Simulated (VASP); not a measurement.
# Ru12N in VASP: notebook, part 2 of 2

VASP 6.6.1.

### 3 Single point, RPBE

File INCAR:

```
ALGO = Normal
DIPOL = 0.5 0.5 0.470
EDIFF = 1E-6
ENCUT = 450
GGA = RP
ICORELEVEL = 1
IDIPOL = 3
ISIF = 2
ISMEAR = 1
KPAR = 4
LASPH = True
LCHARG = False
LDIPOL = True
LREAL = Auto
LVACPOTAV = True
LVHAR = True
LWAVE = False
NELM = 80
PREC = Normal
SIGMA = 0.1
```

File KPOINTS:

```
k-points
0
Gamma
  6 6 1
```

File POSCAR:

```
Ru12N                                   
1.0
    5.4624007200      0.0000000000      0.0000000000
   -2.7311996400      4.7305773700      0.0000000000
    0.0000000000      0.0000000000     23.3200290000
  Ru              N             
    12     1
Selective dynamics
Direct
     0.1666664999999981    0.3333330000000032    0.3644935399999980   F   F   F
     0.1666664999999981    0.8333330000000032    0.3644935399999980   F   F   F
     0.6666664999999981    0.3333330000000032    0.3644935399999980   F   F   F
     0.6666664999999981    0.8333330000000032    0.3644935399999980   F   F   F
     0.3368090443719947    0.1629186621237778    0.4555014707266495   T   T   T
     0.3368255017819885    0.6736510035639699    0.4555229931793112   T   T   T
     0.8261096177517900    0.1629186621237778    0.4555014707266495   T   T   T
     0.8332564048359740    0.6665128096719402    0.4514187938184114   T   T   T
     0.1665229065195107    0.3330458130390286    0.5428479387139350   T   T   T
     0.1821093525522089    0.8410441823302506    0.5465884896748170   T   T   T
     0.6591979739121799    0.3183959478243679    0.5465671745557982   T   T   T
     0.6589348297780346    0.8410441823302506    0.5465884896748170   T   T   T
     0.8336479389992169    0.6672958779984397    0.5920302089598639   T   T   T
```

Potentials or basis: VASP PAW PBE potentials, release 64 (Ru_pv, N).

Command:

```
> cat potpaw_PBE.64/Ru_pv/POTCAR potpaw_PBE.64/N/POTCAR > POTCAR
> mpirun -np 4 vasp_std > vasp.out
```

OUTCAR:

```text
EDIFF = 1E-6
   ENCUT = 450
   GGA = RP
   ISIF = 2
   ISMEAR = 1
   LASPH = True
   LREAL = Auto
   NELM = 80
   PREC = Normal

 ion  position               nearest neighbor table
   1  0.167  0.333  0.364-   6 2.66   5 2.66   7 2.66   2 2.73   2 2.73   4 2.73   4 2.73   3 2.73
                             3 2.73
   2  0.167  0.833  0.364-   8 2.57   5 2.63   6 2.63   1 2.73   1 2.73   3 2.73   3 2.73   4 2.73
                             4 2.73
   3  0.667  0.333  0.364-   8 2.57   7 2.63   5 2.63   4 2.73   4 2.73   2 2.73   2 2.73   1 2.73
                             1 2.73
   4  0.667  0.833  0.364-   8 2.57   7 2.63   6 2.63   3 2.73   3 2.73   1 2.73   1 2.73   2 2.73
                             2 2.73
   5  0.337  0.163  0.456-   9 2.60  10 2.61  11 2.61   2 2.63   3 2.63   1 2.66   6 2.67   7 2.67
                             8 2.73   8 2.73   7 2.79   6 2.79
   6  0.337  0.674  0.456-   9 2.60  10 2.61  12 2.61   2 2.63   4 2.63   1 2.66   5 2.67   7 2.67
                             8 2.73   8 2.73   5 2.79   7 2.79
   7  0.826  0.163  0.456-   9 2.60  12 2.61  11 2.61   4 2.63   3 2.63   1 2.66   6 2.67   5 2.67
                             8 2.73   8 2.73   5 2.79   6 2.79
   8  0.833  0.667  0.451-   3 2.57   4 2.57   2 2.57   7 2.73   5 2.73   6 2.73   6 2.73   7 2.73
                             5 2.73  11 2.76  12 2.77  10 2.77
   9  0.167  0.333  0.543-   5 2.60   7 2.60   6 2.60  10 2.73  12 2.73  11 2.73  11 2.73  10 2.73
                            12 2.73
  10  0.182  0.841  0.547-  13 1.96  12 2.60  11 2.61   5 2.61   6 2.61   9 2.73   9 2.73   8 2.77
                            11 2.86  12 2.86
  11  0.659  0.318  0.547-  13 1.96  12 2.61  10 2.61   7 2.61   5 2.61   9 2.73   9 2.73   8 2.76
                            12 2.86  10 2.86
  12  0.659  0.841  0.547-  13 1.96  10 2.60  11 2.61   7 2.61   6 2.61   9 2.73   9 2.73   8 2.77
                            11 2.86  10 2.86
  13  0.834  0.667  0.592-  12 1.96  10 1.96  11 1.96

  LATTYP: Found a hexagonal cell.
 ALAT       =     5.4624007200
 C/A-ratio  =     4.2691904522

  Lattice vectors:

 A1 = (   5.4624007200,   0.0000000000,   0.0000000000)
 A2 = (  -2.7311996400,   4.7305773700,   0.0000000000)
 A3 = (   0.0000000000,   0.0000000000,  23.3200290000)

Analysis of symmetry for initial positions (statically):
=====================================================================
 Subroutine PRICEL returns:
 Original cell was already a primitive cell.

 Routine SETGRP: Setting up the symmetry group for a
 hexagonal supercell.

 Subroutine GETGRP returns: Found  2 space group operations
 (whereof  2 operations were pure point group operations)
 out of a pool of 24 trial point group operations.

The static configuration has the point symmetry C_1h.

Analysis of symmetry for dynamics (positions and initial velocities):
=====================================================================
 Subroutine PRICEL returns:
 Original cell was already a primitive cell.

 Routine SETGRP: Setting up the symmetry group for a
 hexagonal supercell.

 Subroutine GETGRP returns: Found  2 space group operations
 (whereof  2 operations were pure point group operations)
 out of a pool of 24 trial point group operations.

The dynamic configuration has the point symmetry C_1h.

Analysis of constrained symmetry for selective dynamics:
=====================================================================
 Subroutine PRICEL returns:
 Original cell was already a primitive cell.

 Routine SETGRP: Setting up the symmetry group for a
 hexagonal supercell.

 Subroutine GETGRP returns: Found  2 space group operations
[... 141 lines left out ...]
   IVDW    =     0    specifies the selected vdW correction
   LEPSILON=     F    determine dielectric tensor
   LRPA    =     F    only Hartree local field effects (RPA)
 non-spin polarized calculation
 Methfessel and Paxton  Order N= 1 SIGMA  =   0.10
  energy-cutoff  :      450.00
  volume of cell :      602.60
 maximum number of plane-waves:     13123
   NGX = 19   NGY = 19   NGZ = 81

 dipolmoment           0.000000      0.000000     -0.156430 electrons x Angstroem

 number of electron     172.9999979 magnetization

 dipolmoment           0.000000      0.000000      0.066149 electrons x Angstroem

 Free energy of the ion-electron system (eV)
  ---------------------------------------------------
  ext. energy  EPLUGINS =         0.00000000
  ---------------------------------------------------
  free energy    TOTEN  =      -104.22958156 eV

  energy without entropy =     -104.22883804  energy(sigma->0) =     -104.22933372

 the core state eigenenergies are
   1-  1s -21929.8716  2s  -3150.1660  2p  -2820.7061  3s   -551.8628  3p   -443.6351
       3d   -269.6229  4s    -72.5236
   2-  1s -21930.0221  2s  -3150.3313  2p  -2820.8704  3s   -552.0242  3p   -443.7965
       3d   -269.7854  4s    -72.6780
   3-  1s -21930.0225  2s  -3150.3317  2p  -2820.8708  3s   -552.0246  3p   -443.7969
       3d   -269.7858  4s    -72.6784
   4-  1s -21930.0221  2s  -3150.3313  2p  -2820.8704  3s   -552.0242  3p   -443.7965
       3d   -269.7854  4s    -72.6780
   5-  1s -21930.5464  2s  -3150.9337  2p  -2821.4666  3s   -552.6166  3p   -444.3889
       3d   -270.3831  4s    -73.2494
   6-  1s -21930.5452  2s  -3150.9324  2p  -2821.4653  3s   -552.6153  3p   -444.3876
       3d   -270.3819  4s    -73.2483
   7-  1s -21930.5464  2s  -3150.9337  2p  -2821.4666  3s   -552.6166  3p   -444.3889
       3d   -270.3831  4s    -73.2494
   8-  1s -21930.5909  2s  -3150.9670  2p  -2821.5008  3s   -552.6483  3p   -444.4206
       3d   -270.4144  4s    -73.2754
   9-  1s -21929.9155  2s  -3150.2096  2p  -2820.7488  3s   -551.9307  3p   -443.7030
       3d   -269.6884  4s    -72.6474
  10-  1s -21930.2862  2s  -3150.6502  2p  -2821.1844  3s   -552.3492  3p   -444.1215
       3d   -270.1129  4s    -73.0170
  11-  1s -21930.2849  2s  -3150.6484  2p  -2821.1827  3s   -552.3473  3p   -444.1196
       3d   -270.1110  4s    -73.0148
  12-  1s -21930.2862  2s  -3150.6502  2p  -2821.1844  3s   -552.3492  3p   -444.1215
       3d   -270.1129  4s    -73.0170
  13-  1s   -377.6274

 E-fermi :   0.0868     XC(G=0):  -4.7946

 val. band max:        0.0713958795   @ k =   0.0000   0.3333   0.0000
 cond. band min:       0.0923123949   @ k =   0.5000   0.0000   0.0000
 fundamental gap:      0.0209165154
 Fermi energy:         0.0867569178

 k-point     1 :       0.0000    0.0000    0.0000
  band No.  band energies     occupation
      1     -43.7172      2.00000
      2     -43.6471      2.00000
      3     -43.6464      2.00000
      4     -43.6376      2.00000
      5     -43.5288      2.00000
      6     -43.4612      2.00000
[... 256 lines left out ...]
     51      -4.5795      2.00000
     52      -4.5172      2.00000

------------------------ aborting loop because EDIFF is reached ----------------------------------------

  FORCE on cell =-STRESS in cart. coord.  units (eV):
  Direction    XX          YY          ZZ          XY          YZ          ZX
  --------------------------------------------------------------------------------------
  -------------------------------------------------------------------------------------
  Total       -6.5699441     -6.5995195     -1.1239663     -0.0000010      0.0172361      0.0000000
  in kB      -17.4680916    -17.5467265     -2.9883888     -0.0000027      0.0458272      0.0000000
  external PRESSURE =     -12.6677356 kB  Pullay stress =       0.0000000 kB

 VOLUME and BASIS-vectors are now :
 -----------------------------------------------------------------------------
  energy-cutoff  :      450.00
  volume of cell :      602.60
      direct lattice vectors                 reciprocal lattice vectors
     5.462400720  0.000000000  0.000000000     0.183069689  0.105695316  0.000000000
    -2.731199640  4.730577370  0.000000000     0.000000000  0.211390687  0.000000000
     0.000000000  0.000000000 23.320029000     0.000000000  0.000000000  0.042881593

 POSITION                                       TOTAL-FORCE (eV/Angst)
 -----------------------------------------------------------------------------------
      0.00000      1.57686      8.50000        -0.000000     -0.007792     -0.399101
     -1.36560      3.94215      8.50000        -0.044587     -0.031660      0.132368
      2.73120      1.57686      8.50000         0.000000      0.041209      0.131827
      1.36560      3.94215      8.50000         0.044587     -0.031660      0.132368
      1.39482      0.77070     10.62231        -0.000668      0.010203     -0.001448
      0.00000      3.18676     10.62281         0.000000      0.003245     -0.009708
      4.06758      0.77070     10.62231         0.000668      0.010203     -0.001448
      2.73120      3.15299     10.52710         0.000000      0.002042      0.003145
      0.00000      1.57550     12.65923         0.000000      0.020126      0.022709
     -1.30231      3.97862     12.74646        -0.007593     -0.005082     -0.004907
      2.73120      1.50620     12.74596         0.000000      0.013159      0.008522
      1.30231      3.97862     12.74646         0.007593     -0.005082     -0.004907
      2.73120      3.15669     13.80616        -0.000000     -0.018911     -0.009420
 -----------------------------------------------------------------------------------
    total drift:                               -0.000083      0.057139     -0.319045

  FREE ENERGIE OF THE ION-ELECTRON SYSTEM (eV)
  ---------------------------------------------------
  free  energy   TOTEN  =      -104.2295815601 eV

  energy  without entropy=     -104.2288380377  energy(sigma->0) =     -104.22933372

 vacuum level on the upper side and lower side of the slab         5.276         4.813
```

It took 5.2 min on 4 MPI ranks of Intel Xeon Platinum 8259CL at 2.50GHz (Skylake/Cascade Lake), shared host; peak memory 0.55 GiB.

What came out:

| Quantity | Value |
| --- | --- |
| Free energy | -104.2296 eV |
| Largest force | 0.399 eV/Å |
| Band gap on the k mesh | none (metal or under the smearing width) |
| Work function of the upper face | 5.19 eV |
| Work function of the lower face | 4.73 eV |

Forces in eV/Å, atoms in the order of the input:
```
Ru   0.000 -0.008 -0.399
Ru  -0.045 -0.032  0.132
Ru   0.000  0.041  0.132
Ru   0.045 -0.032  0.132
Ru  -0.001  0.010 -0.001
Ru   0.000  0.003 -0.010
Ru   0.001  0.010 -0.001
Ru   0.000  0.002  0.003
Ru   0.000  0.020  0.023
Ru  -0.008 -0.005 -0.005
Ru   0.000  0.013  0.009
Ru   0.008 -0.005 -0.005
N    0.000 -0.019 -0.009
```

Core levels (eV, on the scale of the bands):
```csv
atom,levels
1 Ru,"1s -21929.9, 2s -3150.2, 2p -2820.7, 3s -551.9, 3p -443.6, 3d -269.6, 4s -72.5"
2 Ru,"1s -21930.0, 2s -3150.3, 2p -2820.9, 3s -552.0, 3p -443.8, 3d -269.8, 4s -72.7"
3 Ru,"1s -21930.0, 2s -3150.3, 2p -2820.9, 3s -552.0, 3p -443.8, 3d -269.8, 4s -72.7"
4 Ru,"1s -21930.0, 2s -3150.3, 2p -2820.9, 3s -552.0, 3p -443.8, 3d -269.8, 4s -72.7"
5 Ru,"1s -21930.5, 2s -3150.9, 2p -2821.5, 3s -552.6, 3p -444.4, 3d -270.4, 4s -73.2"
6 Ru,"1s -21930.5, 2s -3150.9, 2p -2821.5, 3s -552.6, 3p -444.4, 3d -270.4, 4s -73.2"
```

Caveat: the cutoff is under 1.25 times the usual one of these potentials, so pressure, stress and relaxed cells hold a basis-set (Pulay) error; the PAW data sets were made with another functional, which shifts forces and pressure a little.
